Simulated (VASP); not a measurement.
Computed with PBEsol GGA, VASP's PBE PAW potentials (set 64) (plane waves; VASP).

A VASP calculation is set up with these files.

POSCAR:
```
AgCl
1.0
  0.0000000000   2.7491191509   2.7491191509
  2.7491191509   0.0000000000   2.7491191509
  2.7491191509   2.7491191509   0.0000000000
Ag Cl
1 1
direct
  0.0000000000   0.0000000000   0.0000000000
  0.5000000000   0.5000000000   0.5000000000
```

INCAR:
```
SYSTEM = AgCl
PREC = Accurate; ENCUT = 520; LREAL = .FALSE.
LASPH = .TRUE.
EDIFF = 1E-7; NELM = 100; ALGO = Normal
LMAXMIX = 4
ISMEAR = 0; SIGMA = 0.05
GGA = PS
ISIF = 2
LWAVE = .FALSE.; LCHARG = .FALSE.
```

### KPOINTS
```
Automatic mesh
0
Gamma
8 8 8
0 0 0
```

POTCAR, in this order: Ag Cl (PBE.64 set). Program: vasp_std.

Q: What will the output report for the number of irreducible k-points (NKPTS), largest plane-wave count, number of space-group operations, FFT grid (NGX, NGY, NGZ)?

A: 
```
Quantity                                      Result
--------------------------------------  ------------
number of irreducible k-points (NKPTS)            29
largest plane-wave count                        1139
number of space-group operations                  48
FFT grid (NGX, NGY, NGZ)                30 × 30 × 30
```

The compound is AgCl in the rock salt structure. This cell is one point of a volume scan, at 1.03 of the reference volume.
